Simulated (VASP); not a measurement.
Method: PBE GGA, VASP's PBE PAW potentials (set 64) (plane waves; VASP).

The input files of a VASP run:

**INCAR**
```
# general
SYSTEM = C
PREC   = Normal
ENCUT  = 400   # plane-wave cut-off (eV)
LREAL  = F   # projection in real space or not
LASPH  = T   # aspherical one-centre terms

# electronic loop
EDIFF  = 1E-5
NELM   = 100
NELMIN = 4
ALGO   = Fast   # Davidson, then RMM-DIIS

# smearing
ISMEAR = 1   # Methfessel-Paxton
SIGMA  = 0.1

# functional
GGA    = PE   # PBE

# ions
IBRION = 2
NSW    = 20
ISIF   = 2
EDIFFG = -0.03

# output
LWAVE  = F
LCHARG = F
```

File KPOINTS:
```
Automatic mesh
0
Gamma
20 20 8
0 0 0
```

### POSCAR
```
C
1
    1.2337310420    -2.1368843501     0.0000000000
    1.2337310420     2.1368843501     0.0000000000
    0.0000000000     0.0000000000     7.8071655580
C
4
Direct
  0.0000000000   0.0000000000   0.2500000000
  0.0000000000   0.0000000000   0.7500000000
  0.3333330000   0.6666670000   0.2500000000
  0.6666670000   0.3333330000   0.7500000000
```

POTCAR, in this order: C (PBE.64 set). Program: vasp_std.

Task: What will the output report for the number of irreducible k-points (NKPTS), largest plane-wave count, number of space-group operations, FFT grid (NGX, NGY, NGZ)?

Result: 
```yaml
number of irreducible k-points (NKPTS): 220
largest_plane_wave_count: 764
number_of_space_group_operations: 24
FFT grid (NGX, NGY, NGZ): 12 × 12 × 40
```

The compound is C in the graphite structure. It was relaxed first, which changed the volume by +17 %.
